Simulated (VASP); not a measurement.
The input files of a VASP run:

INCAR:
```
# general
SYSTEM  = YN
PREC    = Accurate
ENCUT   = 520
LREAL   = .False.
LASPH   = .True.

# electronic loop
EDIFF   = 1E-6
NELM    = 100
ALGO    = Normal
LMAXMIX = 4

# smearing
ISMEAR  = 0
SIGMA   = 0.05

# functional
GGA     = 91

# ions
IBRION  = 2
NSW     = 60
ISIF    = 3
EDIFFG  = -0.01

# output
LWAVE   = .False.
LCHARG  = .False.
```

File KPOINTS:
```
Regular mesh
0
Gamma
 8 8 8
```

**POSCAR**
```
YN
1
    0.0000000000     2.4400000000     2.4400000000
    2.4400000000     0.0000000000     2.4400000000
    2.4400000000     2.4400000000     0.0000000000
Y N
1 1
Direct
  0.0000000000   0.0000000000   0.0000000000
  0.5000000000   0.5000000000   0.5000000000
```

POTCAR, in this order: Y_sv N (PBE.64 set). Program: vasp_std.

### Question
Translate this PW91 calculation to Quantum ESPRESSO's pw.x.

### Answer
One equivalent input (not run):
```
&CONTROL
  calculation = 'vc-relax'
  pseudo_dir = './pseudo'
  outdir = './out'
  tprnfor = .true.
  tstress = .true.
  nstep = 60
  forc_conv_thr = 0.00039
/
&SYSTEM
  ibrav = 0
  nat = 2
  ntyp = 2
  ecutwfc = 84
  occupations = 'smearing'
  smearing = 'gaussian'
  degauss = 0.003675
  input_dft = 'pw91'
/
&ELECTRONS
  conv_thr = 7.3e-08
  electron_maxstep = 100
/
&IONS
/
&CELL
/
ATOMIC_SPECIES
  Y 88.906 Y.upf
  N 14.007 N.upf
CELL_PARAMETERS angstrom
     0.0000000    2.4400000    2.4400000
     2.4400000    0.0000000    2.4400000
     2.4400000    2.4400000    0.0000000
ATOMIC_POSITIONS crystal
  Y    0.0000000  0.0000000  0.0000000
  N    0.5000000  0.5000000  0.5000000
K_POINTS automatic
  8 8 8 0 0 0
```
The two are equivalent in intent, not identical: the potentials are each code's own (VASP's PAW set, PseudoDojo norm-conserving files in pw.x), so ENCUT and ecutwfc are chosen apart and not converted; conv_thr bounds pw.x's estimated SCF error, while EDIFF bounds the energy change between steps; forc_conv_thr acts on force components and is met together with etot_conv_thr.

The compound is YN in the rock salt structure. This run relaxes it. Symmetry was kept, so distortions that lower it aren't found.
